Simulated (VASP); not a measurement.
Calculation: PBEsol GGA, VASP's PBE PAW potentials (set 64) (plane waves; VASP).

VASP ran on this input.

INCAR:
```
SYSTEM = In atom
PREC = Normal
ENCUT = 520
EDIFF = 1E-6
NELM = 200
ALGO = All
LREAL = .FALSE.
LASPH = .TRUE.
ISMEAR = 0
SIGMA = 0.01
GGA = PS
LMAXMIX = 4
ISPIN = 2
MAGMOM = 1
LORBIT = 10
LWAVE = .FALSE.
LCHARG = .FALSE.
ISYM = 0
NUPDOWN = 1
```

**POSCAR**
```
In atom
1
   12.0000000000     0.0000000000     0.0000000000
    0.0000000000    12.5000000000     0.0000000000
    0.0000000000     0.0000000000    13.0000000000
In
1
Direct
  0.0000000000   0.0000000000   0.0000000000
```

### KPOINTS
```
Automatic mesh
0
Gamma
1 1 1
0 0 0
```

POTCAR, in this order: In_d (PBE.64 set). Program: vasp_gam. Read from the step before: WAVECAR.

Output of the run:

### OSZICAR
```
       N       E                     dE             d eps       ncg     rms           ort
SDA:   1    -0.258563750763E+00   -0.25856E+00    0.00000E+00    11   0.151E-01   0.000E+00
CGA:   2    -0.260289838124E+00   -0.17261E-02   -0.17308E-02    11   0.369E-02   0.718E-04
CGA:   3    -0.261185636947E+00   -0.89580E-03   -0.89643E-03    11   0.566E-03  -0.134E-04
CGA:   4    -0.261381832277E+00   -0.19620E-03   -0.19721E-03    11   0.281E-03  -0.673E-05
CGA:   5    -0.261457655177E+00   -0.75823E-04   -0.75186E-04    11   0.163E-03   0.108E-04
CGA:   6    -0.261498390301E+00   -0.40735E-04   -0.40808E-04    11   0.677E-04  -0.308E-05
CGA:   7    -0.261523518543E+00   -0.25128E-04   -0.24507E-04    11   0.250E-04   0.419E-05
CGA:   8    -0.261533492507E+00   -0.99740E-05   -0.97006E-05    11   0.970E-05   0.210E-05
CGA:   9    -0.261536888527E+00   -0.33960E-05   -0.34601E-05    11   0.554E-05  -0.791E-06
CGA:  10    -0.261537812388E+00   -0.92386E-06   -0.99042E-06    11   0.118E-05   0.108E-05
   1 F= -.26153781E+00 E0= -.26153781E+00  d E =-.579532E-13  mag=     1.0000
```

OUTCAR:
```
------------------------ aborting loop because EDIFF is reached ----------------------------------------
  FORCE on cell =-STRESS in cart. coord.  units (eV):
  Direction    XX          YY          ZZ          XY          YZ          ZX
  --------------------------------------------------------------------------------------
  Total       -0.0143767     -0.0205308     -0.0049199      0.0000001     -0.0001017     -0.0000116
  in kB       -0.0118123     -0.0168687     -0.0040424      0.0000001     -0.0000836     -0.0000096
  external PRESSURE =      -0.0109078 kB  Pullay stress =       0.0000000 kB
  volume of cell :     1950.00
      direct lattice vectors                 reciprocal lattice vectors
    12.000000000  0.000000000  0.000000000     0.083333333  0.000000000  0.000000000
     0.000000000 12.500000000  0.000000000     0.000000000  0.080000000  0.000000000
     0.000000000  0.000000000 13.000000000     0.000000000  0.000000000  0.076923077
 POSITION                                       TOTAL-FORCE (eV/Angst)
 -----------------------------------------------------------------------------------
      0.00000      0.00000      0.00000        -0.000000      0.000000     -0.000000
 -----------------------------------------------------------------------------------
    total drift:                               -0.000000      0.000000     -0.000000
  FREE ENERGIE OF THE ION-ELECTRON SYSTEM (eV)
  ---------------------------------------------------
  free  energy   TOTEN  =        -0.2615378124 eV

  energy  without entropy=       -0.2615378124  energy(sigma->0) =       -0.26153781

 total charge

# of ion       s       p       d       tot
------------------------------------------
    1        1.141   0.256   9.831  11.228

 magnetization (x)

# of ion       s       p       d       tot
------------------------------------------
    1       -0.006   0.256  -0.004   0.246
```
(Selected blocks of OUTCAR.)

The atom may not be in its lowest state.

The cell is a free atom in a box.
